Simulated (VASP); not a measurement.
# Cs2RuC2NCl3O5 (P1) in VASP: notebook, part 2 of 2

VASP 6.6.1. The steps go on from the part before.

## Step 3: Single point, LDA

INCAR

```
SYSTEM = Cs2RuC2NCl3O5
  ALGO = Fast
  EDIFF = 1E-7
  ENCUT = 520
  GGA = CA
  ISIF = 2
  ISMEAR = -1
  LASPH = .TRUE.
  LCHARG = .FALSE.
  LREAL = Auto
  LWAVE = .FALSE.
  NBANDS = 116
  NELM = 80
  PREC = Accurate
  SIGMA = 0.05
```

KPOINTS

```
k-points
0
G
  2 1 1
  0 0 0
```

POSCAR

```
Cs2RuC2NCl3O5
1.0
    6.9866940000      0.0000000000      0.0000000000
    2.8172410000      6.8903710000      0.0000000000
    2.2474760000     -0.3158860000     12.8049140000
Cs Ru C N Cl O
4 2 4 2 6 10
Direct
    0.3416004004      0.8366183501      0.0747447425
    0.6777649906      0.1527229145      0.9010134703
    0.5714059942      0.6710960256      0.6483370369
    0.4449667591      0.3277930801      0.3603069884
    0.1857235724      0.2863621463      0.7130465695
    0.8112924215      0.6986223466      0.2974717362
    0.8957035590      0.5681276256      0.8620518654
    0.0712161959      0.4368689304      0.1253268862
    0.1183479528      0.5617346480      0.8815209536
    0.8621099097      0.4397566698      0.1294346842
    0.1194139200      0.1637153308      0.6326946046
    0.8601403934      0.8346454476      0.3789873169
    0.2082988312      0.0559516294      0.8313995705
    0.7688508434      0.9607681103      0.1714185663
    0.5336934121      0.2008996214      0.6631282334
    0.4567763754      0.8827775812      0.3829389249
    0.1215286884      0.5307627026      0.5807536076
    0.8300562674      0.4376224363      0.4051491482
    0.0836977110      0.0557968713      0.5874307317
    0.8729801525      0.9414561166      0.4320606917
    0.8857384099      0.4583002322      0.7957257659
    0.0858941192      0.5572421183      0.1864752860
    0.2702924153      0.4286571396      0.8262687278
    0.7056299948      0.5758147684      0.1965183054
    0.1466406590      0.6515488757      0.9456369641
    0.8276911372      0.3217167412      0.0796100622
    0.7428324192      0.6909459135      0.9119545824
    0.2315597731      0.3185448622      0.0661386715
```

Potentials or basis: VASP PAW LDA potentials, release 64 (Cs_sv, Ru_pv, C, N, Cl, O).

Run with:

```bash
$ cat potpaw_LDA.64/Cs_sv/POTCAR potpaw_LDA.64/Ru_pv/POTCAR potpaw_LDA.64/C/POTCAR potpaw_LDA.64/N/POTCAR potpaw_LDA.64/Cl/POTCAR potpaw_LDA.64/O/POTCAR > POTCAR
$ mpirun -np 1 vasp_std > vasp.out
```

OUTCAR:

```text
SYSTEM = Cs2RuC2NCl3O5
   EDIFF = 1E-7
   ENCUT = 520
   GGA = CA
   ISIF = 2
   ISMEAR = -1
   LASPH = .TRUE.
   LREAL = Auto
   NELM = 80
   PREC = Accurate

 ion  position               nearest neighbor table
   1  0.342  0.837  0.075-
   2  0.678  0.153  0.901-
   3  0.571  0.671  0.648-
   4  0.445  0.328  0.360-
   5  0.186  0.286  0.713-  11 1.65  21 2.12  23 2.13  13 2.23  15 2.25  17 2.42
   6  0.811  0.699  0.297-  12 1.66  24 2.01  22 2.13  18 2.32  16 2.42  14 2.46
   7  0.896  0.568  0.862-  27 1.21  21 1.24   9 1.60
   8  0.071  0.437  0.125-  22 1.27  28 1.28  10 1.44
   9  0.118  0.562  0.882-  25 1.18  23 1.28   7 1.60
  10  0.862  0.440  0.129-  26 1.23  24 1.37   8 1.44
  11  0.119  0.164  0.633-  19 1.14   5 1.65
  12  0.860  0.835  0.379-  20 1.11   6 1.66
  13  0.208  0.056  0.831-   5 2.23
  14  0.769  0.961  0.171-   6 2.46
  15  0.534  0.201  0.663-   5 2.25
  16  0.457  0.883  0.383-   6 2.42
  17  0.122  0.531  0.581-   5 2.42
  18  0.830  0.438  0.405-   6 2.32
  19  0.084  0.056  0.587-  11 1.14
  20  0.873  0.941  0.432-  12 1.11
  21  0.886  0.458  0.796-   7 1.24   5 2.12
  22  0.086  0.557  0.186-   8 1.27   6 2.13
  23  0.270  0.429  0.826-   9 1.28   5 2.13
  24  0.706  0.576  0.197-  10 1.37   6 2.01
  25  0.147  0.652  0.946-   9 1.18
  26  0.828  0.322  0.080-  10 1.23
  27  0.743  0.691  0.912-   7 1.21
  28  0.232  0.319  0.066-   8 1.28

  Warning from LATTYP: Got some problem with cell dimensions!
  Tried to take original basis but could not verify dimensions!
  LATTYP: Found a triclinic cell.
 ALAT       =     7.4440620208
 B/A-ratio  =     3.8536295665
 C/A-ratio  =     1.0818914319
 COS(alpha) =     0.0071548952
 COS(beta)  =     0.5959911419
 COS(gamma) =     0.7227958694

  Lattice vectors:

 A1 = (  -2.8172410000,  -6.8903710000,   0.0000000000)
 A2 = ( -21.8553460000, -13.4648560000, -12.8049140000)
 A3 = (   4.1694530000,  -6.8903710000,   0.0000000000)
[... 185 lines left out ...]
   LEPSILON=     F    determine dielectric tensor
   LRPA    =     F    only Hartree local field effects (RPA)
 non-spin polarized calculation
 RMM-DIIS sequential band-by-band and
  energy-cutoff  :      520.00
  volume of cell :      616.44
 maximum number of plane-waves:     16644
 NGX is ok and might be reduce to    54
   NGX = 25   NGY = 27   NGZ = 49

 number of electron     192.0000007 magnetization

 Free energy of the ion-electron system (eV)
  ---------------------------------------------------
  ext. energy  EPLUGINS =         0.00000000
  ---------------------------------------------------
  free energy    TOTEN  =      -185.02667993 eV

  energy without entropy =     -185.02667982  energy(sigma->0) =     -185.02667987

 E-fermi :   1.2389     XC(G=0):  -8.5175

 val. band max:        0.3895128529   @ k =   0.0000   0.0000   0.0000
 cond. band min:       2.0999861217   @ k =   0.0000   0.0000   0.0000
 fundamental gap:      1.7104732688
 Fermi energy:         1.2389021106

 k-point     1 :       0.0000    0.0000    0.0000
  band No.  band energies     occupation
      1     -43.9419      2.00000
      2     -43.5821      2.00000
      3     -42.8261      2.00000
      4     -42.7514      2.00000
      5     -42.4156      2.00000
      6     -42.3506      2.00000
[... 100 lines left out ...]
    107       4.8377      0.00000
    108       5.5829      0.00000

 k-point     2 :       0.5000    0.0000    0.0000
  band No.  band energies     occupation
      1     -43.9419      2.00000
      2     -43.5821      2.00000
      3     -42.8261      2.00000
      4     -42.7514      2.00000
      5     -42.4156      2.00000
      6     -42.3506      2.00000
[... 100 lines left out ...]
    107       5.3576      0.00000
    108       5.5990      0.00000
 [bands above 108 left out]

------------------------ aborting loop because EDIFF is reached ----------------------------------------

  FORCE on cell =-STRESS in cart. coord.  units (eV):
  Direction    XX          YY          ZZ          XY          YZ          ZX
  --------------------------------------------------------------------------------------
  -------------------------------------------------------------------------------------
  Total        1.5318578      8.3798341      2.8947670     10.3732529      8.6146065      8.6774873
  in kB        3.9814203     21.7798562      7.5237299     26.9609105     22.3900484     22.5534807
  external PRESSURE =      11.0950021 kB  Pullay stress =       0.0000000 kB

 VOLUME and BASIS-vectors are now :
 -----------------------------------------------------------------------------
  energy-cutoff  :      520.00
  volume of cell :      616.44
      direct lattice vectors                 reciprocal lattice vectors
     6.986694000  0.000000000  0.000000000     0.143129211 -0.058520721 -0.026565219
     2.817241000  6.890371000  0.000000000     0.000000000  0.145130066  0.003580231
     2.247476000 -0.315886000 12.804914000     0.000000000  0.000000000  0.078095019

 POSITION                                       TOTAL-FORCE (eV/Angst)
 -----------------------------------------------------------------------------------
      4.91160      5.74100      0.95710        -0.084542      0.036124      0.052032
      7.19060      0.76770     11.53740        -0.057209      0.034920      0.448764
      7.34000      4.41930      8.30190        -0.079072      0.000173     -0.046161
      4.84210      2.14480      4.61370        -0.163797      0.138238     -0.428850
      3.70690      1.74790      9.13050         1.469053      4.483832      1.873016
      8.30500      4.71980      3.80910        -2.834041      0.241561     -3.479331
[... 20 lines left out ...]
      9.18610      4.47280     11.67750        -1.124406      1.337964      1.056239
      2.66390      2.17400      0.84690        -1.649101      1.368003      1.395980
 -----------------------------------------------------------------------------------
    total drift:                               -0.006884      0.007611      0.016181

  FREE ENERGIE OF THE ION-ELECTRON SYSTEM (eV)
  ---------------------------------------------------
  free  energy   TOTEN  =      -185.0266799302 eV

  energy  without entropy=     -185.0266798153  energy(sigma->0) =     -185.02667987
```

OSZICAR:

```text
N       E                     dE             d eps       ncg     rms          rms(c)
DAV:   1     0.154024556457E+04    0.15402E+04   -0.95364E+04   496   0.148E+03
DAV:   2    -0.417197405415E+02   -0.15820E+04   -0.15211E+04   572   0.324E+02
DAV:   3    -0.199606975626E+03   -0.15789E+03   -0.15441E+03   528   0.109E+02
[... 13 lines left out ...]
RMM:  17    -0.185026681629E+03   -0.28888E-05   -0.11761E-04   648   0.223E-02    0.513E-02
RMM:  18    -0.185026680018E+03    0.16112E-05   -0.23533E-05   607   0.107E-02    0.147E-02
RMM:  19    -0.185026679922E+03    0.95968E-07   -0.70801E-06   610   0.623E-03    0.600E-03
RMM:  20    -0.185026679917E+03    0.50222E-08   -0.19628E-06   600   0.317E-03    0.239E-03
RMM:  21    -0.185026679930E+03   -0.13588E-07   -0.43470E-07   410   0.156E-03
   1 F= -.18502668E+03 E0= -.18502668E+03  d E =-.114952E-06
```

It took 3.8 min on 1 thread of AMD EPYC 9R14 (Zen 4), shared host; peak memory 0.53 GiB.

Results:

- Free energy: -185.0267 eV
- Pressure: 1.1 GPa
- Largest force: 6.224 eV/Å
- Band gap on the k mesh: 1.71 eV, direct

Forces on the atoms (eV/Å):
```
Cs  -0.085  0.036  0.052
Cs  -0.057  0.035  0.449
Cs  -0.079  0.000 -0.046
Cs  -0.164  0.138 -0.429
Ru   1.469  4.484  1.873
Ru  -2.834  0.242 -3.479
C    2.575  1.867  1.742
C    3.173 -2.172 -1.871
C   -2.545 -2.386 -1.825
C   -3.564  0.267  0.824
N    0.109 -0.809 -0.007
N   -0.066 -3.067 -1.965
Cl   0.138 -1.173  0.914
Cl  -0.003 -0.454  0.579
Cl   0.483 -0.829 -0.801
Cl   0.158 -0.824 -0.087
Cl   0.470  0.403  0.553
Cl   0.343 -0.137  0.058
O   -1.921 -1.574 -1.737
O    2.658  4.183  3.764
O   -0.340 -2.591 -2.356
O    0.508  0.883  1.996
O   -0.296 -1.337 -2.233
O    1.317 -1.466 -1.125
O    1.160  2.914  2.598
O    0.166  0.663  0.106
O   -1.124  1.338  1.056
O   -1.649  1.368  1.396
```

Levels at points of the mesh, in eV from the valence-band top:
```tsv
k point	band 93	band 94	band 95	band 96	band 97	band 98	band 99	band 100
(0.00, 0.00, 0.00)	-0.92	-0.87	-0.20	0.00	1.71	1.81	1.83	2.21
(0.50, 0.00, 0.00)	-0.86	-0.82	-0.23	-0.04	1.75	1.82	1.89	2.27
```

Caveat: the k mesh is coarse (spacing up to 0.91 Å⁻¹), so the values aren't converged; the standard files for N, O and F lose accuracy on very short bonds; spin-orbit coupling is left out, which moves the levels of the heavy elements; an odd mesh through Γ misses points on the zone boundary, where band edges often lie; forces of over 1 eV/Å show positions far from the minimum, so gaps and moduli don't describe the material at rest.

## Step 4: Single point, LDA

INCAR

```
SYSTEM = Cs2RuC2NCl3O5
PREC = Accurate
ENCUT = 520
EDIFF = 1E-6
ISMEAR = -1
SIGMA = 0.05
LREAL = Auto
LASPH = .True.
NELM = 60
ALGO = Fast
ISIF = 2
LWAVE = .False.
LCHARG = .False.
GGA = CA
NBANDS = 116
```

KPOINTS

```
regular mesh
0
Gamma
  2 1 1
  0 0 0
```

POSCAR

```
Cs2RuC2NCl3O5
1.0
    6.9866940000      0.0000000000      0.0000000000
    2.8172410000      6.8903710000      0.0000000000
    2.2474760000     -0.3158860000     12.8049140000
Cs Ru C N Cl O
4 2 4 2 6 10
Direct
    0.3533594641      0.8281018259      0.0722691304
    0.6829553179      0.1381186825      0.9059881230
    0.5657677759      0.6886230493      0.6577318676
    0.4460546259      0.3282399350      0.3516931078
    0.1837710104      0.2785787126      0.7126326659
    0.7936730463      0.7114340126      0.2910679447
    0.9049491015      0.5464956397      0.8596699673
    0.0678757485      0.4320453908      0.1302781104
    0.0962903942      0.5277003472      0.8913062595
    0.8570639861      0.4337925140      0.1300828729
    0.1454092210      0.1261342315      0.6268452877
    0.8796308737      0.8354786095      0.3787998889
    0.2108007236      0.0259143089      0.8457456255
    0.7688339323      0.9602940810      0.1829219626
    0.5491973967      0.1683119409      0.6734445854
    0.4575236633      0.8942143283      0.3838994936
    0.1376795027      0.5215459137      0.5883288244
    0.8234451597      0.4443202678      0.4097411353
    0.1163338754      0.0213453758      0.5688050697
    0.8894350546      0.9616324964      0.4302332683
    0.9112633464      0.4518158767      0.7761629637
    0.0787152036      0.5438328527      0.2029533349
    0.2458253012      0.4169883844      0.8161319943
    0.7130127909      0.5667172091      0.1978303017
    0.1366864361      0.6272774616      0.9483624802
    0.8006338481      0.3360580104      0.0774468302
    0.7290621558      0.6597393508      0.9036452724
    0.2171706305      0.3494708472      0.0569312687
```

Run with:

```bash
$ cat potpaw_LDA.64/Cs_sv/POTCAR potpaw_LDA.64/Ru_pv/POTCAR potpaw_LDA.64/C/POTCAR potpaw_LDA.64/N/POTCAR potpaw_LDA.64/Cl/POTCAR potpaw_LDA.64/O/POTCAR > POTCAR
$ mpirun -np 1 vasp_std > vasp.out
```

Run time: 3.7 min. Hardware: 1 thread of AMD EPYC 9R14 (Zen 4), shared host; peak memory 0.54 GiB.

Results (log left out):

```
Free energy            : -184.9258 eV
Pressure               : -1.6 GPa
Largest force          : 5.207 eV/Å
Band gap on the k mesh : 1.02 eV, direct
```

Forces on the atoms (eV/Å):
```
Cs  -0.181 -0.144  0.043
Cs  -0.067  0.116  0.288
Cs  -0.098 -0.077 -0.179
Cs  -0.144  0.321 -0.171
Ru   1.413 -2.440 -1.252
Ru   3.315 -1.034  3.879
C   -4.906  1.465  0.591
C    2.805 -0.037 -1.463
C    3.124 -0.501 -2.719
C   -2.388  0.654  0.759
N   -1.795 -0.654 -1.544
N   -0.487  2.247  0.153
Cl   0.073  0.470 -0.444
Cl  -0.056  0.767 -1.233
Cl  -0.074 -0.399 -0.572
Cl  -0.285 -0.568 -0.245
Cl   0.414  0.120  0.224
Cl   0.111  0.358 -0.409
O    1.692  1.465  2.091
O   -1.325 -2.927 -1.927
O   -0.928  0.219  1.174
O   -0.736 -0.493 -0.520
O    0.815  0.166  1.103
O   -0.621  0.127 -0.744
O   -0.301  0.948  0.915
O    0.886 -0.071 -0.079
O    0.763  0.004  0.061
O   -1.018 -0.103  2.217
```

Stress tensor (GPa, compression positive):
```
-0.74 -1.23 -1.25
-1.23 -1.48 -1.38
-1.25 -1.38 -2.71
```

Levels at points of the mesh, in eV from the valence-band top:
```tsv
k point	band 94	band 95	band 96	band 97	band 98	band 99
(0.00, 0.00, 0.00)	-0.93	-0.19	0.00	1.02	1.41	1.46
(0.50, 0.00, 0.00)	-0.93	-0.22	-0.02	1.04	1.43	1.47
```

Caveat: the k mesh is coarse (spacing up to 0.91 Å⁻¹), so the values aren't converged; the standard files for N, O and F lose accuracy on very short bonds; spin-orbit coupling is left out, which moves the levels of the heavy elements; an odd mesh through Γ misses points on the zone boundary, where band edges often lie; forces of over 1 eV/Å show positions far from the minimum, so gaps and moduli don't describe the material at rest. LDA gaps usually lie below the measured ones, often by a third to a half.

## Step 5: Single point, LDA

INCAR

```
PREC     = Accurate       # precision mode
ENCUT    = 520            # plane-wave cutoff, eV
EDIFF    = 1E-6           # SCF threshold, eV
ISMEAR   = -1             # smearing method
SIGMA    = 0.05           # smearing width, eV
LREAL    = Auto         
LASPH    = T              # aspherical terms in the spheres
NELM     = 80             # most SCF steps
ALGO     = Fast           # electronic algorithm
ISIF     = 2              # what is computed and relaxed
LWAVE    = F              # write WAVECAR
LCHARG   = T              # write CHGCAR
GGA      = CA             # functional
LELF     = T              # ELF
LVHAR    = T            
NBANDS   = 116            # bands
```

KPOINTS

```
regular mesh
0
Gamma
  2 1 1
```

POSCAR

```
Cs2RuC2NCl3O5
1.0
    6.9866940000      0.0000000000      0.0000000000
    2.8172410000      6.8903710000      0.0000000000
    2.2474760000     -0.3158860000     12.8049140000
Cs Ru C N Cl O
4 2 4 2 6 10
Direct
    0.3584287318      0.8405778334      0.0718396078
    0.6719908352      0.1299474494      0.9072454528
    0.5551423069      0.6956966471      0.6613398575
    0.4346082699      0.3358736616      0.3371283868
    0.1989769591      0.2591528435      0.7112035270
    0.8116805958      0.7190239309      0.2916927048
    0.8854631122      0.5441781606      0.8610366302
    0.0667591491      0.4315021663      0.1339407668
    0.1053363739      0.5409760963      0.8712826966
    0.8355136319      0.4507647416      0.1283257349
    0.1807213721      0.1112235918      0.6150060828
    0.8935233607      0.8446164673      0.3691863920
    0.2301268481      0.0207117899      0.8557261689
    0.7576992594      0.9848742144      0.1714185663
    0.5712931819      0.1220526580      0.6748893433
    0.4759536663      0.8724518992      0.3729740005
    0.1512102202      0.5420171910      0.5913511016
    0.8003136188      0.4707910668      0.4147860735
    0.1607131049     -0.0169054427      0.5752557182
    0.9246923445      0.9291905915      0.4335991636
    0.8893700100      0.4404425884      0.7917819675
    0.0990609510      0.5248879224      0.2135976860
    0.2560882966      0.4003464371      0.8206615054
    0.6839870001      0.5872472714      0.1961200208
    0.1148903725      0.6554374783      0.9323217633
    0.8191553613      0.3315439323      0.0730032236
    0.7172995410      0.6565635882      0.9147816221
    0.1986827271      0.3478963525      0.0637411544
```

Run with:

```bash
$ cat potpaw_LDA.64/Cs_sv/POTCAR potpaw_LDA.64/Ru_pv/POTCAR potpaw_LDA.64/C/POTCAR potpaw_LDA.64/N/POTCAR potpaw_LDA.64/Cl/POTCAR potpaw_LDA.64/O/POTCAR > POTCAR
$ mpirun -np 1 vasp_std > vasp.out
```

Run time: 3.1 min. Hardware: 1 thread of AMD EPYC 9R14 (Zen 4), shared host; peak memory 0.54 GiB.

Results (log left out):

```
Free energy            : -184.9849 eV
Pressure               : -2.0 GPa
Largest force          : 6.780 eV/Å
Band gap on the k mesh : 0.99 eV, direct
```

Forces in eV/Å, atoms in the order of the input:
```
Cs  -0.277 -0.130  0.247
Cs   0.218  0.065  0.398
Cs  -0.059 -0.478 -0.078
Cs  -0.029  0.231  0.007
Ru   1.438  0.988 -0.528
Ru  -0.658 -0.572 -0.560
C    1.298  4.009  3.762
C   -0.911  2.915  2.694
C   -1.722  0.757  1.788
C    0.814  0.705  2.249
N   -1.259 -0.298  2.225
N    0.112 -0.818  0.925
Cl  -0.311  0.715 -1.360
Cl   0.115 -0.731 -0.086
Cl  -0.517  0.432 -0.375
Cl  -0.594  0.458  0.179
Cl   0.093 -1.057  0.935
Cl   0.533  0.240 -0.491
O    0.393  0.403 -0.625
O    0.053  0.262 -0.469
O   -1.853 -4.410 -4.806
O   -1.886 -0.303 -1.533
O    0.542 -0.558 -0.865
O    1.441 -1.370 -1.211
O    0.805  0.418 -0.148
O   -0.715  0.719  0.098
O    1.139 -0.490 -0.473
O    1.797 -2.103 -1.899
```

Stress tensor (GPa, compression positive):
```
-2.18  0.50  0.09
 0.50 -1.67  1.05
 0.09  1.05 -2.02
```

Levels at points of the mesh, in eV from the valence-band top:
```csv
k point,band 92,band 93,band 94,band 95,band 96,band 97,band 98,band 99,band 100,band 101
"(0.00, 0.00, 0.00)",-1.05,-0.98,-0.93,-0.51,0.00,0.99,1.15,1.57,1.70,1.89
"(0.50, 0.00, 0.00)",-1.10,-0.92,-0.85,-0.57,-0.01,1.00,1.23,1.59,1.71,1.92
```

Caveat: the k mesh is coarse (spacing up to 0.91 Å⁻¹), so the values aren't converged; the standard files for N, O and F lose accuracy on very short bonds; spin-orbit coupling is left out, which moves the levels of the heavy elements; an odd mesh through Γ misses points on the zone boundary, where band edges often lie; forces of over 1 eV/Å show positions far from the minimum, so gaps and moduli don't describe the material at rest. As with any semilocal functional, this LDA gap is likely too small.
